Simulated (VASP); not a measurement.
An input for Quantum ESPRESSO's pw.x (written as the equivalent of a VASP run, and not itself run):

```
&CONTROL
  calculation = 'scf'
  pseudo_dir = './pseudo'
  outdir = './out'
  tprnfor = .true.
  tstress = .true.
/
&SYSTEM
  ibrav = 0
  nat = 2
  ntyp = 2
  ecutwfc = 98
  occupations = 'smearing'
  smearing = 'methfessel-paxton'
  degauss = 0.00735
  input_dft = 'vdw-df-obk8'
/
&ELECTRONS
  conv_thr = 7.3e-09
  electron_maxstep = 100
/
ATOMIC_SPECIES
  Al 26.982 Al.upf
  Ni 58.693 Ni.upf
CELL_PARAMETERS angstrom
     2.8297674    0.0000000    0.0000000
     0.0000000    2.8297674    0.0000000
     0.0000000    0.0000000    2.8297674
ATOMIC_POSITIONS crystal
  Al   0.5000000  0.5000000  0.5000000
  Ni   0.0000000  0.0000000  0.0000000
K_POINTS automatic
  13 13 13 0 0 0
```

### Question
Translate this input to VASP (INCAR, KPOINTS, POSCAR, choice of POTCAR).

### Answer
Several could match; the one computed here: 
INCAR:
```
# general
SYSTEM   = NiAl
PREC     = Accurate
ENCUT    = 520   # plane-wave cut-off (eV)
LREAL    = .FALSE.   # projection in real space or not
LASPH    = .TRUE.   # aspherical one-centre terms

# electronic loop
EDIFF    = 1E-7
NELM     = 100
ALGO     = Normal   # blocked Davidson
LMAXMIX  = 4   # l cut-off of mixed one-centre charges

# smearing
ISMEAR   = 1
SIGMA    = 0.1   # width (eV)

# functional
GGA      = BO
LUSE_VDW = .TRUE.
AGGAC    = 0.0
PARAM1   = 0.1833333333
PARAM2   = 0.22

# ions
ISIF     = 2   # forces and stress, cell fixed

# output
LWAVE    = .FALSE.
LCHARG   = .FALSE.
```

### POSCAR
```
NiAl
2.8297670
  1.0000001500   0.0000000000   0.0000000000
  0.0000000000   1.0000001500   0.0000000000
  0.0000000000   0.0000000000   1.0000001500
Al Ni
1 1
Cartesian
  0.5000000750   0.5000000750   0.5000000750
  0.0000000000   0.0000000000   0.0000000000
```

**KPOINTS**
```
Automatic
0
Gamma
  13 13 13
```

POTCAR, in this order: Al Ni (PBE.64 set). Program: vasp_std.

Limits of the translation: the potentials are each code's own (VASP's PAW set, PseudoDojo norm-conserving files in pw.x), so ENCUT and ecutwfc are chosen apart and not converted; conv_thr bounds pw.x's estimated SCF error, while EDIFF bounds the energy change between steps.

The compound is NiAl in the CsCl type structure. This cell is one point of a volume scan, at 0.94 of the reference volume.
